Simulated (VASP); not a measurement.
Data:

```xyz
2
Lattice="0.0000 2.9685 2.9685 2.9685 0.0000 2.9685 2.9685 2.9685 0.0000" Properties=species:S:1:pos:R:3 pbc="T T T"
Cu     0.0000     0.0000     0.0000
I      1.4843     1.4843     1.4843
```

These are PBEsol GGA with spin-orbit coupling, VASP's PBE PAW potentials (set 64) (plane waves; VASP 6.6.1) values and carry that method's errors. Settings: 400 eV cut-off, 7×7×7 Γ-centred mesh, Gaussian smearing of 0.050 eV, potentials Cu I.

Problem. Estimate the energy per atom (σ→0), band gap (over mesh and band path) with the smallest direct gap where there is one.

Solution. 
The band gap (over mesh and band path) is 1.02 eV, the smallest direct gap (over mesh and band path) comes out as 1.02 eV and the energy per atom (σ→0) is -3.225 eV/atom.

The compound is CuI in the zinc blende structure. It was relaxed first, which changed the volume by -5 %.
